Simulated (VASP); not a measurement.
Data:

```
CELL_PARAMETERS angstrom
     -1.92986     1.92986     6.53355
      1.92986    -1.92986     6.53355
      1.92986     1.92986    -6.53355
ATOMIC_POSITIONS crystal
  Sc 0.75000 0.75000 0.00000
  Sc 0.50000 0.00000 0.50000
  Te 0.16600 0.16600 0.00000
  Te 0.91600 0.41600 0.50000
```

The numbers are results of PBE GGA, VASP's PBE PAW potentials (set 64) (plane waves; VASP 6.6.1), not measurements. Numerical set-up: 300 eV cut-off, 5×5×5 Γ-centred mesh, Gaussian smearing of 0.10 eV, potentials Sc_sv Te.

Task: Give the energies of bands 11 to 20 at the high-symmetry points, in eV from the Fermi level.

Result: 
| band | Γ | X | P | N | M | S | R |
|---|---|---|---|---|---|---|---|
| 11 | -5.93 | -4.98 | -4.99 | -5.97 | -3.96 | -6.04 | -4.99 |
| 12 | -2.33 | -4.98 | -4.99 | -5.36 | -3.96 | -5.09 | -4.99 |
| 13 | -2.33 | -4.56 | -4.55 | -3.63 | -2.27 | -3.74 | -4.51 |
| 14 | -1.91 | -4.56 | -4.55 | -2.62 | -2.27 | -2.61 | -4.51 |
| 15 | -1.78 | -2.93 | -2.94 | -2.24 | -1.87 | -2.18 | -2.92 |
| 16 | -1.78 | -2.93 | -2.94 | -1.80 | -1.87 | -1.80 | -2.92 |
| 17 | -0.62 | -0.30 | -0.29 | -0.12 | -0.87 | -0.44 | -0.28 |
| 18 | -0.36 | -0.30 | -0.29 | 0.30 | -0.87 | 0.64 | -0.28 |
| 19 | 1.34 | 2.21 | 2.23 | 0.95 | 1.48 | 0.82 | 2.14 |
| 20 | 1.63 | 2.26 | 2.24 | 1.53 | 1.48 | 1.73 | 2.16 |

It has no gap at this level: it comes out as a metal or semimetal.

The structure was generated: ScTe was put into an ordered model structure, which need not be its known phase. The cell was not relaxed at this level. The k-mesh is coarse (spacing up to 0.46 per Å, 2π included), so the numbers may not be converged in it.
